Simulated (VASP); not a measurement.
Given:

```
CELL_PARAMETERS angstrom
      0.00000     1.84110     1.84110
      1.84110     0.00000     1.84110
      1.84110     1.84110     0.00000
ATOMIC_POSITIONS crystal
  Cu 0.00000 0.00000 0.00000
```

Calculation: PBE GGA with spin-orbit coupling, VASP's PBE PAW potentials (set 64) (plane waves; VASP). Run with 400 eV cut-off, 15×15×15 Γ-centred mesh, first-order Methfessel-Paxton smearing of 0.10 eV, potentials Cu.

**Question.** Give the stress tensor in GPa (positive for a compressed cell).

**Answer.** 
```
-5.70   0.00   0.00
 0.00  -5.70   0.00
 0.00   0.00  -5.70
```
The pressure is its mean diagonal, -5.70 GPa.

The compound is Cu in the fcc structure. The cell was not relaxed at this level. The run is one of a series of settings (GGA_COMPAT = .FALSE., LSORBIT = .TRUE., MAGMOM = 0 0 0, program vasp_ncl against the base run), some of them coarse on purpose.
